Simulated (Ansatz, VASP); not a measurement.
# One calculation of MgZn5, two programs

```
CELL_PARAMETERS angstrom
4.85107 0.00000 0.00000
-2.42554 4.20115 0.00000
0.00000 0.00000 4.43580
ATOMIC_POSITIONS crystal
Mg 0.00000 0.00000 0.00000
Zn 0.00000 0.36336 0.50000
Zn 0.63664 0.63664 0.50000
Zn 0.36336 0.00000 0.50000
Zn 0.66667 0.33333 0.00000
Zn 0.33333 0.66667 0.00000
```

The cell comes from a database or a generator and needn't be the stable form of this composition.

Alike in both runs: task single point; functional LDA; k mesh 6 × 6 × 6; no spin polarisation.

|  | VASP | Ansatz |
| --- | --- | --- |
| version | VASP 6.6.1 | Ansatz 0.2.0 |
| potentials or method | VASP PAW LDA potentials, release 64 (Mg, Zn) | plane waves, PAW |
| plane-wave cutoff (eV) | 520 | 475 |
| occupations | fermi-dirac, width 0.1 eV | fermi-dirac |
| valence electrons in the cell | 62 | 70 |

Ansatz gave:

- pressure (GPa): -4.3
- largest component of the traceless stress (GPa): 0.61

Q: Which values does VASP return?

A: Pressure (GPa): -4.3; largest component of the traceless stress (GPa): 0.58.

The two sets of potentials don't hold the same shells in valence.
